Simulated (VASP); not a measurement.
OSZICAR of a VASP run on CoAl (CsCl type):

### OSZICAR
```
       N       E                     dE             d eps       ncg     rms          rms(c)
DAV:   1     0.365345972031E+02    0.36535E+02   -0.54741E+03  1696   0.127E+03
DAV:   2    -0.116954443684E+02   -0.48230E+02   -0.45571E+02  1688   0.191E+02
DAV:   3    -0.129195189762E+02   -0.12241E+01   -0.12153E+01  1970   0.402E+01
DAV:   4    -0.129432358042E+02   -0.23717E-01   -0.23710E-01  2062   0.504E+00
DAV:   5    -0.129439748264E+02   -0.73902E-03   -0.73901E-03  1980   0.866E-01    0.129E+01
DAV:   6    -0.153121772094E+02   -0.23682E+01   -0.67645E+01  1884   0.125E+02    0.166E+01
DAV:   7    -0.113171182554E+02    0.39951E+01   -0.30522E+01  1856   0.796E+01    0.200E+00
DAV:   8    -0.113064614442E+02    0.10657E-01   -0.20895E-01  1764   0.422E+00    0.125E+00
DAV:   9    -0.112923789674E+02    0.14082E-01   -0.48296E-02  2002   0.321E+00    0.293E-01
DAV:  10    -0.112919928367E+02    0.38613E-03   -0.14759E-03  2344   0.558E-01    0.153E-01
DAV:  11    -0.112919799485E+02    0.12888E-04   -0.23295E-05  1896   0.464E-02    0.192E-02
DAV:  12    -0.112919754079E+02    0.45406E-05   -0.23144E-05  2006   0.669E-02    0.579E-03
DAV:  13    -0.112919754460E+02   -0.38076E-07   -0.34740E-07  1720   0.573E-03
   1 F= -.11291975E+02 E0= -.11291849E+02  d E =-.377851E-03
```

Q: Which electronic solver shows in the log?

A: It is blocked Davidson (ALGO = Normal, or the opening steps of other solvers). The INCAR had ALGO = Normal.

Q: How was spin treated?

A: Without spin polarisation: there is no mag entry.

Q: Can the final energy be trusted as converged?

A: Self-consistency was reached. It stopped with EDIFF = 1E-7, NELM = 100 (revPBE GGA, plane waves, VASP's PBE PAW potentials (set 64)).

The compound is CoAl in the CsCl type structure. This cell is one point of a volume scan, at 0.94 of the reference volume. The run is not spin-polarised, so no magnetic state was tried.
